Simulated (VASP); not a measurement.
Given:

```
CELL_PARAMETERS angstrom
      0.00000     2.72009     2.72009
      2.72009     0.00000     2.72009
      2.72009     2.72009     0.00000
ATOMIC_POSITIONS crystal
  Zn 0.00000 0.00000 0.00000
  S  0.25000 0.25000 0.25000
```

Method: revPBE GGA, VASP's PBE PAW potentials (set 64) (plane waves; VASP 6.6.1). Run with 520 eV cut-off, 8×8×8 Γ-centred mesh, Gaussian smearing of 0.050 eV, potentials Zn S.

### Question
Predict the energy per atom (σ→0), pressure, band gap (on the k-mesh) with the smallest direct gap where there is one.

### Answer

| Quantity | Value |
|---|---|
| band gap (on the k-mesh) | 2.15 eV |
| smallest direct gap (on the k-mesh) | 2.15 eV |
| energy per atom (σ→0) | -3.139 eV/atom |
| pressure | 2.09 GPa |

The compound is ZnS in the zinc blende structure. This cell is one point of a volume scan, at 0.97 of the reference volume.
